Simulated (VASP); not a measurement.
# KFe (C2/c) in VASP: single point with PBEsol

Aim: the single point of KFe with PBEsol.

Program: VASP 6.6.1. These are calculated values, not measurements. Logs are shortened: lines on timing, memory, paths and dates and some standing lists are left out, and cuts for length are marked.

### Step 1. Starting point

It takes space group C2/c (No. 15, monoclinic). Conventional cell: a = 6.476 Å, b = 10.068 Å, c = 4.415 Å, α = 90.00°, β = 107.16°, γ = 90.00°. Around K (site symmetry 2) lie 7 Fe at 3.53 to 3.85 Å and 4 K at 3.76 to 3.96 Å. Around Fe (site symmetry 2) lie 2 Fe at 2.26 Å.

The cell comes from a database or a generator and needn't be the stable form of this composition.

### Step 2. Single point, PBEsol, collinear spin, typed start

INCAR reads:

```
PREC     = Accurate       # precision mode
ENCUT    = 520            # plane-wave cutoff, eV
EDIFF    = 1E-6           # SCF threshold, eV
ISMEAR   = 0              # smearing method
SIGMA    = 0.1            # smearing width, eV
LREAL    = False          # projectors in reciprocal space
LASPH    = True           # aspherical terms in the spheres
NELM     = 150            # most SCF steps
ALGO     = Normal         # electronic algorithm
ISIF     = 2              # what is computed and relaxed
LWAVE    = False          # write WAVECAR
LCHARG   = True           # write CHGCAR
ISPIN    = 2              # spin polarisation
MAGMOM   = 0 0 4 4        # initial moments
LORBIT   = 11             # projections on sites
LMAXMIX  = 4              # l up to which the mixer works
GGA      = PS             # functional
LELF     = True           # ELF
LVHAR    = True         
NBANDS   = 29             # bands
```

KPOINTS reads:

```
Automatic mesh
0
Gamma
  4 4 4
```

POSCAR reads:

```
KFe
1.0
    3.2381260000     -5.0338290000      0.0000000000
    3.2381260000      5.0338290000      0.0000000000
   -1.3029690000      0.0000000000      4.2186400000
K Fe
2 2
Direct
    0.8364290000      0.1635710000      0.7500000000
    0.1635710000      0.8364290000      0.2500000000
    0.4768790000      0.5231210000      0.7500000000
    0.5231210000      0.4768790000      0.2500000000
```

Potentials or basis: VASP PAW PBE potentials, release 64 (K_sv, Fe).

Command:

```bash
$ cat potpaw_PBE.64/K_sv/POTCAR potpaw_PBE.64/Fe/POTCAR > POTCAR
$ mpirun -np 1 vasp_std > vasp.out
```

OUTCAR:

```text
PREC = Accurate
   ENCUT = 520
   EDIFF = 1E-6
   ISMEAR = 0
   LREAL = False
   LASPH = True
   NELM = 150
   ISIF = 2
   ISPIN = 2
   LORBIT = 11
   GGA = PS

 ion  position               nearest neighbor table
   1  0.836  0.164  0.750-   2 3.76   2 3.76
   2  0.164  0.836  0.250-   1 3.76   1 3.76
   3  0.477  0.523  0.750-   4 2.26   4 2.26
   4  0.523  0.477  0.250-   3 2.26   3 2.26

  LATTYP: Found a base centered monoclinic cell.
 ALAT       =     6.4762520000
 B/A-ratio  =     1.5545500700
 C/A-ratio  =     0.6817638986
 COS(beta)  =    -0.2951048475

  Lattice vectors:

 A1 = (   3.2381260000,  -5.0338290000,   0.0000000000)
 A2 = (   3.2381260000,   5.0338290000,   0.0000000000)
 A3 = (  -1.3029690000,   0.0000000000,   4.2186400000)

Analysis of symmetry for initial positions (statically):
=====================================================================
 Subroutine PRICEL returns:
 Original cell was already a primitive cell.

 Routine SETGRP: Setting up the symmetry group for a
 base centered monoclinic supercell.

 Subroutine GETGRP returns: Found  4 space group operations
 (whereof  2 operations were pure point group operations)
 out of a pool of  4 trial point group operations.

The static configuration has the point symmetry S_2 .
 The point group associated with its full space group is C_2h.

Analysis of symmetry for dynamics (positions and initial velocities):
=====================================================================
 Subroutine PRICEL returns:
 Original cell was already a primitive cell.

 Routine SETGRP: Setting up the symmetry group for a
 base centered monoclinic supercell.

 Subroutine GETGRP returns: Found  4 space group operations
 (whereof  2 operations were pure point group operations)
 out of a pool of  4 trial point group operations.

The dynamic configuration has the point symmetry S_2 .
 The point group associated with its full space group is C_2h.

Analysis of structural, dynamic, and magnetic symmetry:
=====================================================================
 Subroutine PRICEL returns:
 Original cell was already a primitive cell.

 Routine SETGRP: Setting up the symmetry group for a
 base centered monoclinic supercell.

 Subroutine GETGRP returns: Found  4 space group operations
 (whereof  2 operations were pure point group operations)
 out of a pool of  4 trial point group operations.

The overall configuration has the point symmetry S_2 .
 The point group associated with its full space group is C_2h.

 Subroutine INISYM returns: Found  4 space group operations
 (whereof  2 operations are pure point group operations),
 and found     1 'primitive' translations

----------------------------------------------------------------------------------------

                                     Primitive cell

  volume of cell :     137.5291

  direct lattice vectors                    reciprocal lattice vectors
     3.238126000 -5.033829000  0.000000000     0.154410298 -0.099327967  0.047691159
     3.238126000  5.033829000  0.000000000     0.154410298  0.099327967  0.047691159
    -1.302969000  0.000000000  4.218640000     0.000000000  0.000000000  0.237043218

  length of vectors
     5.985390079  5.985390079  4.415274812     0.189691939  0.189691939  0.237043218

  position of ions in fractional coordinates (direct lattice)
     0.836429000  0.163571000  0.750000000
     0.163571000  0.836429000  0.250000000
     0.476879000  0.523121000  0.750000000
     0.523121000  0.476879000  0.250000000

  ion indices of the primitive-cell ions
   primitive index   ion index
                 1           1
                 2           2
                 3           3
                 4           4

----------------------------------------------------------------------------------------

 KPOINTS: Automatic mesh

Automatic generation of k-mesh.
 Grid dimensions read from file:
 generate k-points for:    4    4    4

 Generating k-lattice:

  Cartesian coordinates                     Fractional coordinates (reciprocal lattice)
     0.038602574 -0.024831992  0.011922790     0.250000000 -0.000000000  0.000000000
     0.038602574  0.024831992  0.011922790    -0.000000000  0.250000000  0.000000000
     0.000000000  0.000000000  0.059260804     0.000000000  0.000000000  0.250000000

  Length of vectors
     0.047422985  0.047422985  0.059260804

  Shift w.r.t. Gamma in fractional coordinates (k-lattice)
     0.000000000  0.000000000  0.000000000

 Subroutine IBZKPT returns following result:
 ===========================================

 Found     24 irreducible k-points:

 Following reciprocal coordinates:
            Coordinates               Weight
  0.000000  0.000000  0.000000      1.000000
  0.250000 -0.000000  0.000000      4.000000
  0.500000 -0.000000  0.000000      2.000000
  0.250000  0.250000  0.000000      2.000000
  0.500000  0.250000  0.000000      4.000000
 -0.250000  0.250000  0.000000      2.000000
[... 16 lines left out ...]
 -0.250000  0.250000  0.500000      2.000000
  0.500000  0.500000  0.500000      1.000000
   k-points           NKPTS =     24   k-points in BZ     NKDIM =     24   number of bands    NBANDS=     29
   number of dos      NEDOS =    301   number of ions     NIONS =      4
   total plane-waves  NPLWV =  82944
   dimension x,y,z NGX =    48 NGY =   48 NGZ =   36
   dimension x,y,z NGXF=    96 NGYF=   96 NGZF=   72
   ions per type =               2   2
   NGX,Y,Z   is equivalent  to a cutoff of  13.33, 13.33, 13.55 a.u.
   NGXF,Y,Z  is equivalent  to a cutoff of  26.66, 26.66, 27.11 a.u.
 SYSTEM =  unknown system
   PREC   = accura    normal or accurate (medium, high low for compatibility)
   ISTART =      0    job   : 0-new  1-cont  2-samecut
   ICHARG =      2    charge: 1-file 2-atom 10-const
   ISPIN  =      2    spin polarized calculation?
   LNONCOLLINEAR =      F non collinear calculations
   LSORBIT =      F    spin-orbit coupling
   LASPH  =      T    aspherical Exc in radial PAW
   ENCUT  =  520.0 eV  38.22 Ry    6.18 a.u.  11.13 11.13  8.21*2*pi/ulx,y,z
   NELM   =    150;   NELMIN=  2; NELMDL= -5     # of ELM steps
   EDIFF  = 0.1E-05   stopping-criterion for ELM
   LREAL  =      F    real-space projection
   EDIFFG = 0.1E-04   stopping-criterion for IOM
   NSW    =      0    number of steps for IOM
   IBRION =     -1    ionic relax: 0-MD 1-quasi-New 2-CG
   NFREE  =      0    steps in history (QN), initial steepest desc. (CG)
   ISIF   =      2    stress and relaxation
   ISYM   =      2    0-nonsym 1-usesym 2-fastsym
   POTIM  = 0.5000    time-step for ionic-motion
   TEBEG  =    0.0;   TEEND  =   0.0 temperature during run
   PSTRESS=    0.0 pullay stress
   NELECT =      34.0000    total number of electrons
   NUPDOWN=      -1.0000    fix difference up-down
   EMIN   =  10.00;   EMAX   =-10.00  energy-range for DOS
   EFERMI =   0.00;   METHOD = LEGACY
   ISMEAR =     0;   SIGMA  =   0.10  broadening in eV -4-tet -1-fermi 0-gaus
   EFERMI_NEDOS =   21; number of points for ismear=-14 and -15
   IALGO  =     38    algorithm
   IMIX   =      4    mixing-type and parameters
     AMIX     =   0.40;   BMIX     =  1.00
     AMIX_MAG =   1.60;   BMIX_MAG =  1.00
  volume/ion in A,a.u.               =      34.38       232.02
  Fermi-wavevector in a.u.,A,eV,Ry     =   1.027471  1.941639 14.363626  1.055697
  Thomas-Fermi vector in A             =   2.161418
   LORBIT       =     11    0 simple, 1 ext, 2 COOP (PROOUT), +10 PAW based schemes
   GGA     = PS    functional components
   LHFCALC =     F    Hartree Fock is set to
   AEXX    =    0.0000 exact exchange contribution
   IVDW    =     0    specifies the selected vdW correction
   LEPSILON=     F    determine dielectric tensor
   LRPA    =     F    only Hartree local field effects (RPA)
 spin polarized calculation
 Gauss-broadening in eV      SIGMA  =   0.10
  energy-cutoff  :      520.00
  volume of cell :      137.53
 maximum number of plane-waves:      3721
 NGX is ok and might be reduce to    48
   NGX = 23   NGY = 23   NGZ = 17

 number of electron      34.0000003 magnetization       5.4410808

 Free energy of the ion-electron system (eV)
  ---------------------------------------------------
  ext. energy  EPLUGINS =         0.00000000
  ---------------------------------------------------
  free energy    TOTEN  =       -15.60238264 eV

  energy without entropy =      -15.57394480  energy(sigma->0) =      -15.58816372

 E-fermi :   0.7188     XC(G=0):  -7.7667

 val. band max:        0.7181874326   @ k =   0.2500  -0.0000   0.0000
 cond. band min:       0.7297104784   @ k =   0.5000   0.2500   0.2500
 fundamental gap:      0.0115230458
 Fermi energy:         0.7188141342

 spin component 1

 k-point     1 :       0.0000    0.0000    0.0000
  band No.  band energies     occupation
      1     -30.3140      1.00000
      2     -30.2779      1.00000
      3     -13.9664      1.00000
      4     -13.9295      1.00000
      5     -13.8601      1.00000
      6     -13.8385      1.00000
[... 735 lines left out ...]
      6     -13.8699      1.00000
[... 21 lines left out ...]
     28       5.9658      0.00000
     29       7.6476      0.00000
 Fermi energy:         0.7188141342

 spin component 2

 k-point     1 :       0.0000    0.0000    0.0000
  band No.  band energies     occupation
      1     -30.3278      1.00000
      2     -30.2911      1.00000
      3     -13.9878      1.00000
      4     -13.9524      1.00000
      5     -13.8718      1.00000
      6     -13.8497      1.00000
[... 757 lines left out ...]
     28       6.1067      0.00000
     29       7.7793      0.00000

------------------------ aborting loop because EDIFF is reached ----------------------------------------

  FORCE on cell =-STRESS in cart. coord.  units (eV):
  Direction    XX          YY          ZZ          XY          YZ          ZX
  --------------------------------------------------------------------------------------
  -------------------------------------------------------------------------------------
  Total       -0.7517340     -0.6080249     -3.8731743      0.0000000      0.0000000      1.0510612
  in kB       -8.7574999     -7.0833264    -45.1214410      0.0000000      0.0000000     12.2445811
  external PRESSURE =     -20.3207557 kB  Pullay stress =       0.0000000 kB

 VOLUME and BASIS-vectors are now :
 -----------------------------------------------------------------------------
  energy-cutoff  :      520.00
  volume of cell :      137.53
      direct lattice vectors                 reciprocal lattice vectors
     3.238126000 -5.033829000  0.000000000     0.154410298 -0.099327967  0.047691159
     3.238126000  5.033829000  0.000000000     0.154410298  0.099327967  0.047691159
    -1.302969000  0.000000000  4.218640000     0.000000000  0.000000000  0.237043218

 POSITION                                       TOTAL-FORCE (eV/Angst)
 -----------------------------------------------------------------------------------
      2.26090     -3.38705      3.16398        -0.000000      0.058718     -0.000000
      2.91238      3.38705      1.05466         0.000000     -0.058718     -0.000000
      2.26090      0.23277      3.16398        -0.000000     -0.017211     -0.000000
      2.91238     -0.23277      1.05466        -0.000000      0.017211      0.000000
 -----------------------------------------------------------------------------------
    total drift:                               -0.000000     -0.000000      0.000000

  FREE ENERGIE OF THE ION-ELECTRON SYSTEM (eV)
  ---------------------------------------------------
  free  energy   TOTEN  =       -15.6023826382 eV

  energy  without entropy=      -15.5739447971  energy(sigma->0) =      -15.58816372

 total charge

# of ion       s       p       d       tot
------------------------------------------
    1        1.975   5.550   0.022   7.547
    2        1.975   5.550   0.022   7.547
    3        0.487   0.214   6.218   6.920
    4        0.487   0.214   6.218   6.920
--------------------------------------------------
tot          4.925  11.528  12.480  28.934

 magnetization (x)

# of ion       s       p       d       tot
------------------------------------------
    1       -0.005  -0.003  -0.004  -0.012
    2       -0.005  -0.003  -0.004  -0.012
    3        0.049   0.011   2.666   2.727
    4        0.049   0.011   2.666   2.727
--------------------------------------------------
tot          0.088   0.018   5.325   5.431
```

Wall time 4.1 min (1 thread of Intel Xeon Platinum 8488C (Sapphire Rapids), shared host); peak memory 0.41 GiB.

Results:

- Free energy: -15.6024 eV
- Pressure: -2.0 GPa
- Largest force: 0.059 eV/Å
- Band gap on the k mesh: none (metal or under the smearing width)
- Net moment: 5.44 μB per cell
- Site moments: K -0.01; Fe +2.73 μB
- Valence electrons inside the program's atomic spheres: K 7.55; Fe 6.92

Forces on the atoms (eV/Å):
```
K    0.000  0.059  0.000
K    0.000 -0.059  0.000
Fe   0.000 -0.017  0.000
Fe   0.000  0.017  0.000
```

Stress tensor (GPa, compression positive):
```
-0.88  0.00  1.22
 0.00 -0.71  0.00
 1.22  0.00 -4.51
```

Levels at points of the mesh, in eV from the Fermi level:
Spin up:
```tsv
k point	band 18	band 19	band 20	band 21	band 22	band 23
(0.00, 0.00, 0.00)	-1.18	-0.68	0.63	0.64	2.26	2.97
(0.50, 0.00, 0.00)	-1.18	-1.15	-0.68	0.69	1.80	2.94
(0.50, 0.50, 0.00)	-1.18	-1.17	-0.68	0.53	1.70	3.26
(0.00, 0.00, 0.50)	-1.94	-1.24	-1.24	2.10	2.10	2.44
(0.50, 0.00, 0.50)	-1.83	-1.27	-1.25	1.27	1.84	2.25
(0.50, 0.50, 0.50)	-1.74	-1.26	-1.26	1.36	1.36	2.02
```
Spin down:
| k point | band 10 | band 11 | band 12 | band 13 | band 14 | band 15 | band 16 | band 17 | band 18 | band 19 |
| --- | --- | --- | --- | --- | --- | --- | --- | --- | --- | --- |
| (0.00, 0.00, 0.00) | -1.41 | -1.16 | -0.91 | -0.20 | -0.03 | 0.34 | 0.41 | 1.04 | 1.05 | 1.17 |
| (0.50, 0.00, 0.00) | -1.21 | -1.13 | -0.96 | -0.92 | -0.38 | 0.00 | 0.40 | 0.66 | 1.06 | 1.17 |
| (0.50, 0.50, 0.00) | -1.17 | -1.10 | -0.99 | -0.91 | -0.22 | -0.07 | 0.46 | 0.67 | 0.86 | 1.13 |
| (0.00, 0.00, 0.50) | -1.78 | -1.06 | -1.06 | -0.57 | -0.57 | 0.32 | 0.32 | 0.47 | 0.47 | 0.94 |
| (0.50, 0.00, 0.50) | -1.57 | -1.12 | -0.93 | -0.60 | -0.54 | 0.28 | 0.32 | 0.33 | 0.47 | 0.72 |
| (0.50, 0.50, 0.50) | -1.53 | -0.86 | -0.86 | -0.56 | -0.56 | 0.26 | 0.26 | 0.40 | 0.40 | 0.69 |

Caveat: the k mesh is coarse (spacing up to 0.37 Å⁻¹), so the values aren't converged; the PAW data sets were made with another functional, which shifts forces and pressure a little.
